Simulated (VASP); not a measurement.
**WSe2: relaxation of cell and atoms with LDA**

Slab: WSe2, a slab with vacuum.

```xyz
6
Lattice="3.2538 0.0000 0.0000 -1.6269 2.8179 0.0000 0.0000 0.0000 27.8313" Properties=species:S:1:pos:R:3 pbc="T T T"
Se    0.0000    1.8786    9.0427
Se    0.0000    1.8786   12.3822
Se    1.6269    0.9393   15.4491
Se    1.6269    0.9393   18.7886
W     1.6269    0.9393   10.7103
W     0.0000    1.8786   17.1210
```

```
Program                : VASP 6.6.1
Task                   : relaxation of cell and atoms
Functional             : LDA
Potentials or basis    : VASP PAW LDA potentials, release 64 (Se, W_sv)
Cutoff                 : 600 eV
k mesh                 : 12 × 12 × 1
Occupations            : gaussian, width 0.03 eV
Spin                   : no spin polarisation
Further INCAR settings : ALGO = Normal; EDIFF = 1e-07; IBRION = 2; EDIFFG = -0.005; NSW = 90; ISIF = 3
```

```yaml
Relaxed_volume: 42.52 Å³/atom
Relaxed_cell: a = 3.253 Å, b = 3.253 Å, c = 27.831 Å, α = 90.00°, β = 90.00°, γ = 120.00°
Space_group_after_relaxing_to_0.05_Å: P-3m1 (No. 164)
Energy_gained_by_relaxing: 0.0 meV/atom
Ionic_steps: 3
Band_gap_on_the_k_mesh: 1.28 eV, indirect (least direct gap 1.68 eV)
```

Final structure:
```
CELL_PARAMETERS angstrom
3.25340 0.00000 0.00000
-1.62670 2.81752 0.00000
0.00000 0.00000 27.83126
ATOMIC_POSITIONS crystal
Se 0.33333 0.66667 0.32491
Se 0.33333 0.66667 0.44490
Se 0.66667 0.33333 0.55510
Se 0.66667 0.33333 0.67509
W 0.66667 0.33333 0.38484
W 0.33333 0.66667 0.61516
```

Levels at points of the mesh, in eV from the valence-band top:
| k point | band 23 | band 24 | band 25 | band 26 | band 27 | band 28 | band 29 | band 30 |
| --- | --- | --- | --- | --- | --- | --- | --- | --- |
| (0.00, 0.00, 0.00) | -1.30 | -1.30 | -0.77 | 0.00 | 2.92 | 2.92 | 2.96 | 2.96 |
| (0.50, 0.00, 0.00) | -1.20 | -1.13 | -1.03 | -0.89 | 2.40 | 2.42 | 2.61 | 2.84 |

Wall time 2.1 min on 4 MPI ranks on Intel(R) Xeon(R) Platinum 8488C (Sapphire Rapids) (shared host), peak memory 0.44 GiB a rank.

Caveat: spin-orbit coupling is left out, which moves the levels of the heavy elements. Expect the measured gap to be larger: semilocal functionals such as LDA lack the derivative discontinuity.
